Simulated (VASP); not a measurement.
Given:

```
CELL_PARAMETERS angstrom
      4.25187     0.00000     0.00000
      0.00000     4.25187     0.00000
      0.00000     0.00000     4.25187
ATOMIC_POSITIONS crystal
  Cu 0.75000 0.25000 0.75000
  Cu 0.25000 0.75000 0.75000
  Cu 0.75000 0.75000 0.25000
  Cu 0.25000 0.25000 0.25000
  O  0.00000 0.00000 0.00000
  O  0.50000 0.50000 0.50000
```

Method: optB88-vdW, VASP's PBE PAW potentials (set 64) (plane waves; VASP). Settings: 520 eV cut-off, 5×5×5 Γ-centred mesh, Gaussian smearing of 0.050 eV, potentials Cu O.

Give the stress tensor in GPa (positive for a compressed cell).

```
3.85  0.00  0.00
0.00  3.85  0.00
0.00  0.00  3.85
```
The pressure is its mean diagonal, 3.85 GPa.

The compound is Cu2O in the cuprite structure. This cell is one point of a volume scan, at 0.97 of the reference volume.
